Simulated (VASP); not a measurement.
```
CELL_PARAMETERS angstrom
      0.00000     2.50727     2.50727
      2.50727     0.00000     2.50727
      2.50727     2.50727     0.00000
ATOMIC_POSITIONS crystal
  Li 0.00000 0.00000 0.00000
  Cl 0.50000 0.50000 0.50000
```

All values below come from revTPSS meta-GGA, VASP's PBE PAW potentials (set 64) (plane waves; VASP 6.6.1). Run with 520 eV cut-off, 9×9×9 Γ-centred mesh, Gaussian smearing of 0.050 eV, potentials Li_sv Cl.

Problem. Give the stress tensor in GPa (positive for a compressed cell).

Solution. 
```
1.28  0.00  0.00
0.00  1.28  0.00
0.00  0.00  1.28
```
The pressure is its mean diagonal, 1.28 GPa.

The compound is LiCl in the rock salt structure. This cell is one point of a volume scan, at 0.97 of the reference volume.
